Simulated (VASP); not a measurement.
```xyz
1
Lattice="0.0000 1.8050 1.8050 1.8050 0.0000 1.8050 1.8050 1.8050 0.0000" Properties=species:S:1:pos:R:3 pbc="T T T"
Cu     0.0000     0.0000     0.0000
```

The base run (VASP): PBE GGA, plane waves, VASP's PBE PAW potentials (set 64). Numerical set-up: 400 eV cut-off, 16×16×16 Γ-centred mesh, first-order Methfessel-Paxton smearing of 0.10 eV, potentials Cu.

One setting is varied; ΔE counts from the base run. The base run took about 30 core-seconds. The timings are rough (shared machines, no repeats); factors under 2 mean little.

Pressures at a finite cut-off, here 400 eV, hold a Pulay part, which wasn't tested here.

| setting | cost over the base run | electronic steps | ΔE (meV/atom) | pressure (GPa) |
|---|---|---|---|---|
| PREC = Low | about 1/3 | 12 | -3.1 | 2.28 |
| PREC = Normal | about 1/3 | 12 | 0.1 | 2.28 |
| PREC = Single | within a factor of 2 | 12 | -1.7 | 2.22 |
| LASPH = .FALSE. | within a factor of 2 | 12 | 0.2 | 2.26 |
| base run | reference | 12 | 0.0 | 2.26 |
| ADDGRID = .TRUE. | within a factor of 2 | 12 | 0.0 | 2.26 |
| LREAL = Auto | within a factor of 2 | 12 | -0.4 | 2.26 |

Left out are runs that failed, have no time on record or changed the cell.

The compound is Cu in the fcc structure. The cell was not relaxed at this level.
